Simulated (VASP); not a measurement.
Computed with LDA (Ceperley-Alder, Perdew-Zunger), VASP's LDA PAW potentials (set 64) (plane waves; VASP).

The input files of a VASP run:

### INCAR
```
LREAL = .FALSE.
ISIF = 2
EDIFF = 1E-7
ENCUT = 520   # plane-wave cut-off (eV)
ISMEAR = 1   # Methfessel-Paxton
LASPH = .TRUE.
PREC = Accurate
LCHARG = .FALSE.
LMAXMIX = 4
SIGMA = 0.1
SYSTEM = Mo
ALGO = Normal   # blocked Davidson
NELM = 100   # most electronic steps
LWAVE = .FALSE.
```

KPOINTS:
```
Automatic mesh
0
Gamma
16 16 16
0 0 0
```

File POSCAR:
```
Mo
1
   -1.5890800295     1.5890800295     1.5890800295
    1.5890800295    -1.5890800295     1.5890800295
    1.5890800295     1.5890800295    -1.5890800295
Mo
1
Direct
  0.0000000000   0.0000000000   0.0000000000
```

POTCAR, in this order: Mo_sv (LDA.64 set). Program: vasp_std.

The resulting files:

File OSZICAR:
```
       N       E                     dE             d eps       ncg     rms          rms(c)
DAV:   1     0.961803921703E+02    0.96180E+02   -0.81444E+03  3206   0.131E+03
DAV:   2    -0.114349500906E+02   -0.10762E+03   -0.10443E+03  3376   0.356E+02
DAV:   3    -0.128603029860E+02   -0.14254E+01   -0.14123E+01  3607   0.420E+01
DAV:   4    -0.128643756336E+02   -0.40726E-02   -0.40723E-02  3549   0.258E+00
DAV:   5    -0.128643996467E+02   -0.24013E-04   -0.24013E-04  3670   0.194E-01    0.146E+01
DAV:   6    -0.121857273445E+02    0.67867E+00   -0.11998E+00  3451   0.134E+01    0.339E+00
DAV:   7    -0.120959855866E+02    0.89742E-01   -0.19996E-01  3704   0.496E+00    0.106E+00
DAV:   8    -0.120890622048E+02    0.69234E-02   -0.54472E-03  3325   0.103E+00    0.221E-01
DAV:   9    -0.120889634831E+02    0.98722E-04   -0.20011E-04  4136   0.184E-01    0.778E-02
DAV:  10    -0.120889735749E+02   -0.10092E-04   -0.94495E-06  3478   0.398E-02    0.241E-03
DAV:  11    -0.120889735560E+02    0.18812E-07   -0.18345E-07  3398   0.493E-03
   1 F= -.12088974E+02 E0= -.12089196E+02  d E =0.668665E-03
```

OUTCAR:
```
------------------------ aborting loop because EDIFF is reached ----------------------------------------
  FORCE on cell =-STRESS in cart. coord.  units (eV):
  Direction    XX          YY          ZZ          XY          YZ          ZX
  --------------------------------------------------------------------------------------
  Total       -1.5521042     -1.5521042     -1.5521042      0.0000000      0.0000000     -0.0000000
  in kB     -154.9295171   -154.9295171   -154.9295171      0.0000000      0.0000000     -0.0000000
  external PRESSURE =    -154.9295171 kB  Pullay stress =       0.0000000 kB
  volume of cell :       16.05
      direct lattice vectors                 reciprocal lattice vectors
    -1.589080030  1.589080030  1.589080030     0.000000000  0.314647463  0.314647463
     1.589080030 -1.589080030  1.589080030     0.314647463  0.000000000  0.314647463
     1.589080030  1.589080030 -1.589080030     0.314647463  0.314647463  0.000000000
 POSITION                                       TOTAL-FORCE (eV/Angst)
 -----------------------------------------------------------------------------------
      0.00000      0.00000      0.00000         0.000000      0.000000      0.000000
 -----------------------------------------------------------------------------------
    total drift:                                0.000000     -0.000000     -0.000000
  FREE ENERGIE OF THE ION-ELECTRON SYSTEM (eV)
  ---------------------------------------------------
  free  energy   TOTEN  =       -12.0889735560 eV

  energy  without entropy=      -12.0896422214  energy(sigma->0) =      -12.08919644
```
(Selected blocks of OUTCAR.)

File OUTCAR:
```
 val. band max:       12.0290550546   @ k =  -0.1875   0.1875   0.0625

 cond. band min:      12.0871411008   @ k =   0.1875   0.0000   0.0000


 Fermi energy:        12.0414548090

 k-point     1 :       0.0000    0.0000    0.0000
  band No.  band energies     occupation
      1     -48.8839      2.00000
      2     -22.3842      2.00000
      3     -22.3842      2.00000
      4     -22.3842      2.00000
      5       4.9001      2.00000
      6      10.7210      2.00000
      7      10.7210      2.00000
      8      10.7210      2.00000
      9      13.6197     -0.00000
     10      13.6197     -0.00000
     11      26.8275      0.00000

 k-point     2 :       0.0625    0.0000    0.0000
  band No.  band energies     occupation
      1     -48.8748      2.00000
      2     -22.4374      2.00000
      3     -22.4007      2.00000
      4     -22.3846      2.00000
      5       5.0688      2.00000
      6      10.6272      2.00000
      7      10.7061      2.00000
      8      10.8783      2.00000
      9      13.4835     -0.00000
     10      13.6226     -0.00000
     11      26.9513      0.00000

 k-point     3 :       0.1250    0.0000    0.0000
  band No.  band energies     occupation
      1     -48.8488      2.00000
      2     -22.5873      2.00000
      3     -22.4475      2.00000
      4     -22.3856      2.00000
      5       5.5442      2.00000
      6      10.3714      2.00000
      7      10.6355      2.00000
      8      11.3422      2.00000
      9      13.2077     -0.00000
     10      13.6387     -0.00000
     11      27.2196      0.00000

 k-point     4 :       0.1875    0.0000    0.0000
  band No.  band energies     occupation
      1     -48.8097      2.00000
      2     -22.8073      2.00000
      3     -22.5167      2.00000
      4     -22.3872      2.00000
      5       6.2177      2.00000
      6      10.0156      2.00000
      7      10.5033      2.00000
      8      12.0871      0.30901
      9      13.0485     -0.00000
...
```

The compound is Mo in the bcc structure. This cell is one point of a volume scan, at 1.06 of the reference volume.
